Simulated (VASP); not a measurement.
A cell of NiSb (NiAs type) near equilibrium:

```xyz
4
Lattice="1.9634 -3.4008 0.0000 1.9634 3.4008 0.0000 0.0000 0.0000 5.1194" Properties=species:S:1:pos:R:3 pbc="T T T"
Ni     0.0000     0.0000     2.5597
Ni     0.0000     0.0000     0.0000
Sb     1.9634     1.1336     1.2799
Sb     1.9634    -1.1336     3.8396
```

All values below come from r2SCAN meta-GGA, VASP's PBE PAW potentials (set 64) (plane waves; VASP).

| run | ΔE (meV/atom) | σxx | σyy | σzz | largest shear component, with its sign (GPa) | largest force (eV/Å) |
|---|---|---|---|---|---|---|
| as it is | 0.0 | 0.33 | 0.33 | 0.10 | 0.00 | 0.000 |
| after one change | 5.6 | -0.67 | 1.72 | 0.28 | 0.00 | 0.603 |
Stress is in GPa, positive when the cell is compressed.

Q: What was changed between the two runs?
A) uniaxial strain of +1.0 % along x
B) isotropic strain of -1.5 %
C) atom 4 (Sb) moved by -0.075 Å along y
D) uniaxial strain of -0.5 % along x with the ions relaxed

A: C, atom 4 (Sb) moved by -0.075 Å along y

The compound is NiSb in the NiAs type structure. The run is not spin-polarised, so no magnetic state was tried.
